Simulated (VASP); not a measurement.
Consider the following.

```
CELL_PARAMETERS angstrom
      1.64730    -2.85321     0.00000
      1.64730     2.85321     0.00000
      0.00000     0.00000     5.25300
ATOMIC_POSITIONS crystal
  Zr 0.33333 0.66667 0.25000
  Zr 0.66667 0.33333 0.75000
```

All values below come from PBE GGA, VASP's PBE PAW potentials (set 64) (plane waves; VASP). Numerical set-up: 400 eV cut-off, 10×10×5 Γ-centred mesh, first-order Methfessel-Paxton smearing of 0.10 eV, potentials Zr_sv.

Problem. Give the stress tensor in GPa (positive for a compressed cell).

Solution. 
```
-4.73   0.00   0.00
 0.00  -4.73   0.00
 0.00   0.00  -5.27
```
The pressure is its mean diagonal, -4.91 GPa.

The compound is Zr in the hcp structure. The cell was not relaxed at this level.
